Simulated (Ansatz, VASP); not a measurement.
Sr2SO: VASP beside Ansatz

File INCAR:

```
PREC = Accurate
ENCUT = 520
EDIFF = 1E-7
ISMEAR = -1
SIGMA = 0.01
LREAL = F
LASPH = T
NELM = 100
ALGO = Normal
ISIF = 2
LWAVE = F
LCHARG = F
NBANDS = 24
```

The input KPOINTS:

```
Automatic mesh
0
Gamma
  2 2 2
```

POSCAR

```
Sr2SO
1.0
    4.0432000000      0.0000000000      0.0000000000
    0.0000000000      4.0432000000      0.0000000000
    0.0000000000      0.0000000000      5.7180000000
Sr S O
2 1 1
Direct
    0.0000000000      0.0000000000      0.0000000000
    0.5000000000      0.5000000000      0.5000000000
    0.0000000000      0.0000000000      0.5000000000
    0.5000000000      0.5000000000      0.0000000000
```

Input for Ansatz:

```yaml
crystal:
  lattice:
    - [4.0432, 0.0, 0.0]
    - [0.0, 4.0432, 0.0]
    - [0.0, 0.0, 5.718]
  atoms:
    - { symbol: Sr, position: [0.0, 0.0, 0.0] }
    - { symbol: Sr, position: [0.5, 0.5, 0.5] }
    - { symbol: S, position: [0.0, 0.0, 0.5] }
    - { symbol: O, position: [0.5, 0.5, 0.0] }
basis:
  ecutwfc: 530.0
  ecutrho_ratio: 4
kpoints:
  mp_grid:
    grid: [2, 2, 2]
hamiltonian:
  xc: lda
scf:
  n_extra_bands: 6
  mixing:
    algorithm: msr1
    preconditioner: kerker_dos
  occupations:
    method: fermi_dirac
    width: 0.01
output:
  eigenvalues: true
```

The cell comes from a database or a generator and needn't be the stable form of this composition.

Alike in both runs: task single point; functional LDA; k mesh 2 × 2 × 2; occupations fermi-dirac, width 0.01 eV; no spin polarisation.

|  | VASP | Ansatz |
| --- | --- | --- |
| version | VASP 6.6.1 | Ansatz 0.2.0 |
| potentials or method | VASP PAW LDA potentials, release 64 (Sr_sv, S, O) | plane waves, PAW |
| plane-wave cutoff (eV) | 520 | 530 |
| valence electrons in the cell | 32 | 32 |

VASP gave:

- gap on the k mesh at the Fermi level (eV): 2.02

Question: What did Ansatz give for the same quantities?

Answer: gap on the k mesh at the Fermi level (eV): 2.06.

Caveats: the k mesh is coarse (spacing up to 0.78 Å⁻¹), so the values aren't converged. LDA gaps usually lie below the measured ones, often by a third to a half. A k mesh can miss the band edges.
